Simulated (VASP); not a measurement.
Input:

```
BaHfO3
1.0
    4.06141     0.00000     0.00000
    0.00000     4.06141     0.00000
    0.00000     0.00000     4.06141
Ba Hf O
1 1 3
Cartesian
  0.00000   0.00000   0.00000
  2.03070   2.03070   2.03070
  2.03070   0.00000   2.03070
  0.00000   2.03070   2.03070
  2.03070   2.03070   0.00000
```

These are PBE GGA, VASP's PBE PAW potentials (set 64) (plane waves; VASP) values and carry that method's errors. Run with 620 eV cut-off, 6×6×6 Γ-centred mesh, Gaussian smearing of 0.050 eV, potentials Ba_sv Hf_pv O.

Energy and stress use the plane-wave basis of the starting cell.

Question: The ions, cell shape and volume at an external pressure of 30.0 GPa are relaxed. Predict the relaxed structure.

Answer: 
```
BaHfO3
1.0
    4.01039     0.00000     0.00000
    0.00000     4.01039     0.00000
    0.00000     0.00000     4.01039
Ba Hf O
1 1 3
Direct
  0.00000   0.00000   0.00000
  0.50000   0.50000   0.50000
  0.50000   0.00000   0.50000
  0.00000   0.50000   0.50000
  0.50000   0.50000   0.00000
```
Space group Pm-3m (221), at a tolerance of 0.03 Å.

Question: How do energy and volume change from the first to the last step?

Answer: The energy (σ→0) changes by +77.2 meV/atom and the volume by -3.7 %, in 4 ionic steps.

```csv
step,E(σ→0) (eV),max force (eV/Å),pressure (GPa),volume (Å³)
1,-43.1510,0.000,20.00,66.99
2,-41.3326,0.000,58.72,59.21
3,-42.7771,0.000,29.68,64.57
4,-42.7649,0.000,29.95,64.50
```

The compound is BaHfO3 in the cubic perovskite structure. This run relaxes it under an external pressure of 30 GPa. Symmetry was kept, so distortions that lower it aren't found.
